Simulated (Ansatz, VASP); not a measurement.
## MnS (Browneite) in two plane-wave programs

Aim: how closely do two programs agree when they are given the same cell, functional and k mesh? The cell is taken from a series of VASP runs on this material, whose earlier steps may have relaxed, scaled or displaced it; both programs get it as it stands.

Method: plane waves, with VASP 6.6.1 beside it; relaxation of cell and atoms at PBEsol, DFT+U, in Ansatz 0.2.0.

## 1. The structure

The structure is cubic, space group F-43m (No. 216). Conventional cell: a = 5.600 Å, b = 5.600 Å, c = 5.600 Å, α = 90.00°, β = 90.00°, γ = 90.00°. Mn has 4 S at 2.42 Å nearest. Nearest to S lie 4 Mn at 2.42 Å. Farther neighbours and most contacts between anions are not listed.

As a file:

```
Mn S
1.0
     0.00000    5.60000    5.60000
     2.80000    2.80000    5.60000
     2.80000    2.80000    0.00000
Mn S
2 2
Direct
  0.00000 0.00000 0.00000
  0.50000 0.00000 0.00000
  0.00000 0.25000 0.25000
  0.50000 0.25000 0.25000
```

## 2. VASP: relaxation of cell and atoms, PBEsol, DFT+U

The relaxed volume is the usual yardstick between codes: its relative difference is about their pressure difference at one cell divided by the bulk modulus.

Lines of VASP's logs that name or quote its potential files are left out, and so is its time.

File INCAR:

```
SYSTEM = MnS
PREC = Accurate
ENCUT = 400
EDIFF = 1E-06
NELM = 100
ISMEAR = 0
SIGMA = 0.05
LREAL = .FALSE.
ALGO = Normal
GGA = PS
NBANDS = 27
ISPIN = 2
MAGMOM = 4.48 -4.48 0 0
LDAU = .TRUE.
LDAUTYPE = 2
LDAUL = 2 -1
LDAUU = 4 0
LDAUJ = 0 0
LDAUPRINT = 1
LASPH = .TRUE.
LMAXMIX = 4
LORBIT = 11
LWAVE = .FALSE.
LCHARG = .FALSE.
KPAR = 4
IBRION = 2
NSW = 60
ISIF = 3
EDIFFG = -0.01
```

File POSCAR:

```
MnS
1.0
    0.0000000000      5.6000000000      5.6000000000
    2.8000000000      2.8000000000      5.6000000000
    2.8000000000      2.8000000000      0.0000000000
Mn S
2 2
Direct
    0.0000000000      0.0000000000      0.0000000000
    0.5000000000      0.0000000000      0.0000000000
    0.0000000000      0.2500000000      0.2500000000
    0.5000000000      0.2500000000      0.2500000000
```

File KPOINTS:

```
Automatic mesh
0
Gamma
8 8 8
0 0 0
```

The projector-augmented-wave data sets are Mn_pv and S (PBE family, release 64).

Run with:

```console
$ mpirun -np 4 vasp_std
```

Numbers of over 12 decimals in the logs are rounded to 6 here.

What it wrote:

```text
[banner, memory and clock lines left out]
running    4 mpi-ranks, on    1 nodes
 distrk:  each k-point on    1 cores,    4 groups
 distr:  one band on    1 cores,    1 groups

 POSCAR found type information on POSCAR MnS
 POSCAR found :  2 types and       4 ions
|                                                                             |
|               ----> ADVICE to this user running VASP <----                  |
|                                                                             |
|     You enforced a specific xc type in the INCAR file but a different       |
|     [... a line on the potential file left out ...]
|     I HOPE YOU KNOW WHAT YOU ARE DOING!                                     |
|                                                                             |

 LDA part: xc-table for (Slater+PW92), standard interpolation
 POSCAR, INCAR and KPOINTS ok, starting setup
 FFT: planning ... GRIDC
 FFT: planning ... GRID_SOFT
 FFT: planning ... GRID
 WAVECAR not read
 entering main loop
       N       E                     dE             d eps       ncg     rms          rms(c)
DAV:   1     0.317551200276E+03    0.31755E+03   -0.18635E+04  9372   0.120E+03
DAV:   2    -0.237099952501E+01   -0.31992E+03   -0.30935E+03  8350   0.355E+02
DAV:   3    -0.264638786960E+02   -0.24093E+02   -0.23841E+02  9550   0.102E+02
DAV:   4    -0.270839349776E+02   -0.62006E+00   -0.61878E+00  9519   0.167E+01
DAV:   5    -0.270953364504E+02   -0.11401E-01   -0.11399E-01  9833   0.257E+00    0.141E+01
DAV:   6    -0.265616228629E+02    0.53371E+00   -0.21092E+01  8630   0.463E+01    0.159E+01
DAV:   7    -0.273693083427E+02   -0.80769E+00   -0.32836E+00  8634   0.131E+01    0.908E+00
DAV:   8    -0.273496010644E+02    0.19707E-01   -0.28018E-01  9701   0.502E+00    0.486E+00
DAV:   9    -0.273480539757E+02    0.15471E-02   -0.52271E-02  8912   0.219E+00    0.559E-01
DAV:  10    -0.273537003054E+02   -0.56463E-02   -0.12831E-02  9943   0.173E+00    0.347E-01
DAV:  11    -0.273539543849E+02   -0.25408E-03   -0.21860E-03  9991   0.276E-01    0.209E-01
DAV:  12    -0.273541239273E+02   -0.16954E-03   -0.24981E-04  8864   0.101E-01    0.743E-02
DAV:  13    -0.273541539463E+02   -0.30019E-04   -0.22116E-05  9915   0.421E-02    0.255E-02
DAV:  14    -0.273541550454E+02   -0.10991E-05   -0.10618E-05 10033   0.211E-02    0.129E-02
DAV:  15    -0.273541574100E+02   -0.23645E-05   -0.11448E-05 10527   0.300E-02    0.639E-03
DAV:  16    -0.273541576654E+02   -0.25547E-06   -0.17461E-06  6928   0.935E-03
   1 F= -.27354158E+02 E0= -.27354158E+02  d E =-.273542E+02  mag=    -0.0000
[...]
2 F= -.27354565E+02 E0= -.27354565E+02  d E =-.407407E-03  mag=    -0.0000
[...]
3 F= -.27355311E+02 E0= -.27355311E+02  d E =-.115328E-02  mag=    -0.0000
[...]
4 F= -.27355373E+02 E0= -.27355373E+02  d E =-.121523E-02  mag=     0.0000
[...]
5 F= -.27355641E+02 E0= -.27355641E+02  d E =-.268036E-03  mag=    -0.0000
[...]
6 F= -.27355784E+02 E0= -.27355784E+02  d E =-.410710E-03  mag=     0.0000
 curvature:  -1.10 expect dE=-0.927E-04 dE for cont linesearch -0.456E-04
 ZBRENT: increasing intervall
 opt :   1.4178  next Energy=   -27.355849 (dE=-0.476E-03)
 bond charge predicted
       N       E                     dE             d eps       ncg     rms          rms(c)
DAV:   1    -0.273595230557E+02   -0.37397E-02   -0.12825E-01  8554   0.336E+00    0.636E-01
DAV:   2    -0.273562168283E+02    0.33062E-02   -0.13175E-02  8924   0.152E+00    0.550E-01
DAV:   3    -0.273562106745E+02    0.61539E-05   -0.62247E-04  9250   0.200E-01    0.173E-01
DAV:   4    -0.273559420490E+02    0.26863E-03   -0.23393E-04  9808   0.115E-01    0.935E-02
DAV:   5    -0.273558637410E+02    0.78308E-04   -0.10548E-04  9776   0.830E-02    0.345E-02
DAV:   6    -0.273558642244E+02   -0.48341E-06   -0.19250E-05  9492   0.370E-02    0.220E-02
DAV:   7    -0.273558647395E+02   -0.51504E-06   -0.48338E-06  7334   0.189E-02
   7 F= -.27355865E+02 E0= -.27355865E+02  d E =-.491840E-03  mag=     0.0000
 curvature:  -1.56 expect dE=-0.124E-05 dE for cont linesearch -0.121E-05
 trial: gam= 0.00000 g(F)=  0.175E-43 g(S)=  0.794E-06 ort =-0.399E-04 (trialstep = 0.613E+00)
 search vector abs. value=  0.794E-06
 reached required accuracy - stopping structural energy minimisation
```

OUTCAR, selected parts (step 2):

```text
ion  position               nearest neighbor table
   1  0.000  0.000  0.000-   3 2.42   3 2.42   4 2.42   4 2.42
   2  0.500  0.000  0.000-   4 2.42   4 2.42   3 2.42   3 2.42
   3  0.000  0.250  0.250-   1 2.42   1 2.42   2 2.42   2 2.42
   4  0.500  0.250  0.250-   2 2.42   1 2.42   2 2.42   1 2.42

  LATTYP: Found a simple tetragonal cell.
 ALAT       =     3.9597979746
 C/A-ratio  =     1.4142135624

 Subroutine GETGRP returns: Found  8 space group operations
 (whereof  8 operations were pure point group operations)

The static configuration has the point symmetry D_2d.

 Found     75 irreducible k-points:

   k-points           NKPTS =     75   k-points in BZ     NKDIM =     75   number of bands    NBANDS=     27

   dimension x,y,z NGX =    54 NGY =   48 NGZ =   28
   dimension x,y,z NGXF=   108 NGYF=   96 NGZF=   56

   ENCUT  =  400.0 eV  29.40 Ry    5.42 a.u.  12.91 11.18  6.46*2*pi/ulx,y,z

   NELECT =      38.0000    total number of electrons

 k-points in reciprocal lattice and weights: Automatic mesh
   0.00000000  0.00000000  0.00000000       0.002
   0.12500000  0.00000000  0.00000000       0.008
   0.25000000  0.00000000  0.00000000       0.008
   0.37500000  0.00000000  0.00000000       0.008
   0.50000000  0.00000000  0.00000000       0.004
   0.00000000  0.12500000  0.00000000       0.016
   0.12500000  0.12500000  0.00000000       0.004
   0.37500000  0.12500000  0.00000000       0.016
   0.50000000  0.12500000  0.00000000       0.016
[...]
-0.12500000  0.37500000  0.50000000       0.004
   0.00000000  0.50000000  0.50000000       0.002

atom =   1  type =  1  l = 2

 onsite density matrix

spin component  1

  0.9304  0.0000 -0.0000 -0.0000 -0.0000
  0.0000  0.9336 -0.0000 -0.0000  0.0000
 -0.0000 -0.0000  0.9311  0.0000 -0.0000
[...]
0.9304  0.0000 -0.0000 -0.0000 -0.0000
  0.0000  0.9336 -0.0000 -0.0000  0.0000
 -0.0000 -0.0000  0.9311  0.0000 -0.0000
 -0.0000 -0.0000  0.0000  0.9336  0.0000
 -0.0000  0.0000 -0.0000  0.0000  0.9300

 occupancies and eigenvectors

  o =  0.0202  v = -0.0000 -0.0000  1.0000 -0.0000  0.0000  0.0000  0.0000  0.0000  0.0000  0.0000      0.0000  0.0000  0.0000  0.0000  0.0000  0.0000  0.0000  0.0000  0.0000  0.0000
  o =  0.0232  v =  0.0000 -0.0000  0.0000 -0.0000 -1.0000  0.0000  0.0000  0.0000  0.0000  0.0000      0.0000  0.0000  0.0000  0.0000  0.0000  0.0000  0.0000  0.0000  0.0000  0.0000
  o =  0.0666  v =  0.0000  0.2852  0.0000  0.9585 -0.0000  0.0000  0.0000  0.0000  0.0000  0.0000      0.0000  0.0000  0.0000  0.0000  0.0000  0.0000  0.0000  0.0000  0.0000  0.0000
  o =  0.0666  v = -0.0000  0.9585  0.0000 -0.2852 -0.0000  0.0000  0.0000  0.0000  0.0000  0.0000      0.0000  0.0000  0.0000  0.0000  0.0000  0.0000  0.0000  0.0000  0.0000  0.0000
  o =  0.0751  v = -1.0000 -0.0000 -0.0000  0.0000 -0.0000  0.0000  0.0000  0.0000  0.0000  0.0000      0.0000  0.0000  0.0000  0.0000  0.0000  0.0000  0.0000  0.0000  0.0000  0.0000
  o =  0.9300  v =  0.0000  0.0000  0.0000  0.0000  0.0000  0.0000 -0.0000 -0.0000 -0.0000 -1.0000      0.0000  0.0000  0.0000  0.0000  0.0000  0.0000  0.0000  0.0000  0.0000  0.0000
  o =  0.9304  v =  0.0000  0.0000  0.0000  0.0000  0.0000  1.0000  0.0000  0.0000  0.0000  0.0000      0.0000  0.0000  0.0000  0.0000  0.0000  0.0000  0.0000  0.0000  0.0000  0.0000
  o =  0.9311  v =  0.0000  0.0000  0.0000  0.0000  0.0000  0.0000  0.0000  1.0000 -0.0000 -0.0000      0.0000  0.0000  0.0000  0.0000  0.0000  0.0000  0.0000  0.0000  0.0000  0.0000
  o =  0.9336  v =  0.0000  0.0000  0.0000  0.0000  0.0000  0.0000 -0.0745 -0.0000 -0.9972  0.0000      0.0000  0.0000  0.0000  0.0000  0.0000  0.0000  0.0000  0.0000  0.0000  0.0000
  o =  0.9336  v =  0.0000  0.0000  0.0000  0.0000  0.0000  0.0000  0.9972 -0.0000 -0.0745 -0.0000      0.0000  0.0000  0.0000  0.0000  0.0000  0.0000  0.0000  0.0000  0.0000  0.0000

 average (electrostatic) potential at core
       1 -70.5418       2 -70.5418       3 -87.0917       4 -87.0917

 E-fermi :   3.2774

 spin component 1
 k-point     1 :       0.0000    0.0000    0.0000
  band No.  band energies     occupation
    ...
     15       1.1068      1.00000
     16       1.1068      1.00000
     17       2.7094      1.00000
     18       3.0372      1.00000
     19       3.0372      1.00000
     20       5.7049      0.00000
     21       6.2659      0.00000
     22       6.5212      0.00000
     23       7.1045      0.00000
     24       8.1561      0.00000
    ...

 k-point     2 :       0.1250    0.0000    0.0000
  band No.  band energies     occupation
    ...
     15       0.8903      1.00000
     16       1.2092      1.00000
     17       2.5152      1.00000
     18       2.7437      1.00000
     19       3.0091      1.00000
     20       6.0643      0.00000
     21       6.5054      0.00000
     22       6.6183      0.00000
     23       7.0945      0.00000
     24       8.0625      0.00000
    ...

 k-point     3 :       0.2500    0.0000    0.0000
  band No.  band energies     occupation
    ...
     15       0.6084      1.00000
     16       1.4527      1.00000
     17       1.8635      1.00000
     18       2.4844      1.00000
     19       2.9255      1.00000
     20       6.3612      0.00000
     21       6.7413      0.00000
     22       7.1034      0.00000
     23       7.3881      0.00000
     24       7.7488      0.00000
    ...

 k-point     4 :       0.3750    0.0000    0.0000
  band No.  band energies     occupation
    ...
     15       0.4281      1.00000
     16       1.4237      1.00000
     17       1.7147      1.00000
     18       2.1413      1.00000
     19       2.8051      1.00000
     20       6.5782      0.00000
     21       6.8533      0.00000
     22       7.1899      0.00000
     23       7.3421      0.00000
     24       7.7446      0.00000
    ...

 k-point     5 :       0.5000    0.0000    0.0000
  band No.  band energies     occupation
    ...
     15       0.3014      1.00000
     16       1.3074      1.00000
     17       1.8402      1.00000
     18       1.9471      1.00000
     19       2.7345      1.00000
     20       6.6915      0.00000
     21       6.9544      0.00000
     22       7.1131      0.00000
     23       7.2971      0.00000
     24       7.5751      0.00000
    ...

 k-point     6 :       0.0000    0.1250    0.0000
  band No.  band energies     occupation
    ...
     15       0.9258      1.00000
     16       1.2246      1.00000
     17       2.3926      1.00000
     18       2.8050      1.00000
     19       3.0029      1.00000
     20       6.1907      0.00000
     21       6.5655      0.00000
     22       6.7106      0.00000
     23       7.0925      0.00000
     24       8.0061      0.00000
    ...

  Total       -0.0052624     -0.0052624      0.0032325      0.0000000     -0.0000000      0.0000000
  in kB       -0.0961353     -0.0961353      0.0590529      0.0000000     -0.0000000      0.0000000
  external PRESSURE =      -0.0444059 kB  Pullay stress =       0.0000000 kB

  energy-cutoff  :      400.00
  volume of cell :       87.70
      direct lattice vectors                 reciprocal lattice vectors
    -0.000000000  5.640881659  5.512462991    -0.177277252  0.177277252  0.000000000
     2.820440829  2.820440829  5.512462991     0.177277252 -0.177277252  0.181407114
     2.820440829  2.820440829  0.000000000     0.177277252  0.177277252 -0.181407114

 POSITION                                       TOTAL-FORCE (eV/Angst)
 -----------------------------------------------------------------------------------
      0.00000      0.00000      0.00000         0.000000      0.000000      0.000000
     -0.00000      2.82044      2.75623         0.000000      0.000000     -0.000000
      1.41022      1.41022      1.37812        -0.000000      0.000000     -0.000000
      1.41022      4.23066      4.13435         0.000000     -0.000000     -0.000000
 -----------------------------------------------------------------------------------
    total drift:                               -0.000007     -0.000012      0.000004

  FREE ENERGIE OF THE ION-ELECTRON SYSTEM (eV)
  ---------------------------------------------------
  free  energy   TOTEN  =       -27.3558647395 eV

  energy  without entropy=      -27.3558647395  energy(sigma->0) =      -27.35586474

 reached required accuracy - stopping structural energy minimisation

 total charge
# of ion       s       p       d       tot
------------------------------------------
    1        0.266   6.218   4.891  11.375
    2        0.266   6.218   4.891  11.375
    3        1.306   2.454   0.000   3.761
    4        1.306   2.454   0.000   3.761
--------------------------------------------------
tot          3.145  17.344   9.782  30.271

 magnetization (x)
# of ion       s       p       d       tot
------------------------------------------
    1        0.032   0.046   4.397   4.475
    2       -0.032  -0.046  -4.397  -4.475
    3        0.000   0.000   0.000   0.000
    4        0.000   0.000   0.000   0.000
--------------------------------------------------
tot          0.000   0.000   0.000   0.000

[... 1 further part left out ...]
```

CONTCAR:

```
MnS
   1.00000000000000
    -0.0000000000000000    5.6408816587706330    5.5124629910040559
     2.8204408293853165    2.8204408293853165    5.5124629910040559
     2.8204408293853165    2.8204408293853165    0.0000000000000000
  Mn              S
     2     2
Direct
     0.0000000000000000    0.0000000000000000    0.0000000000000000
     0.5000000000000000    0.0000000000000000    0.0000000000000000
     0.0000000000000000    0.2500000000000000    0.2500000000000000
     0.5000000000000000    0.2500000000000000    0.2500000000000000
```

The run keeps the 8 symmetry operations of its start, so it cannot find a distortion of lower symmetry.

[end of part 1 of 2]

[Lines on the potential files, build, host, timing and source positions are cut from VASP's logs without a mark.]

[Logs are printed without paths, hosts, clocks, repeated set-up lines and the standing remarks that a program may print on its own settings, such as how far it seeks lower states.]

[Hosts, paths, dates, database ids (printed as entryN), source tags and the programs' standing remarks are cut or masked in the printed files.]
